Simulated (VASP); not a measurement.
Input:

```yaml
crystal:
  lattice:
    - [4.30162, 0.00000, 0.00000]
    - [-2.15081, 3.72531, 0.00000]
    - [0.00000, 0.00000, 2.56633]
  atoms:
    - { symbol: Mo, position: [0.00000, 0.00000, 0.00000] }
    - { symbol: Si, position: [0.33333, 0.66667, 0.50000] }
    - { symbol: Si, position: [0.66667, 0.33333, 0.50000] }
```

Computed with r2SCAN meta-GGA, VASP's PBE PAW potentials (set 64) (plane waves; VASP). Run with 400 eV cut-off, 9×9×13 Γ-centred mesh, tetrahedra with Blöchl corrections, potentials Mo_sv Si.

Q: Give the energies of bands 6 to 14 at the high-symmetry points, in eV from the Fermi level.

A: 
| band | Γ | M | K | A | L | H |
|---|---|---|---|---|---|---|
| 6 | -6.98 | -11.70 | -11.86 | -8.52 | -6.36 | -8.60 |
| 7 | -6.98 | -6.21 | -8.46 | -4.96 | -6.15 | -5.86 |
| 8 | -5.52 | -5.82 | -4.24 | -4.96 | -6.13 | -5.86 |
| 9 | -4.73 | -3.49 | -2.80 | -2.30 | -6.02 | -3.89 |
| 10 | -1.32 | -2.68 | -2.80 | -2.30 | -0.57 | -1.72 |
| 11 | -1.32 | 1.30 | 1.46 | -1.77 | -0.49 | -0.51 |
| 12 | 1.82 | 1.71 | 1.46 | -1.77 | 0.64 | -0.51 |
| 13 | 1.82 | 1.95 | 2.53 | -1.29 | 0.91 | 0.30 |
| 14 | 3.11 | 3.46 | 3.45 | 1.64 | 1.81 | 0.30 |

It has no gap at this level: it comes out as a metal or semimetal.

The structure was generated: Si2Mo was put into the AlB2 type (P6/mmm), which need not be its known phase. It was relaxed first, which changed the volume by -42 %.
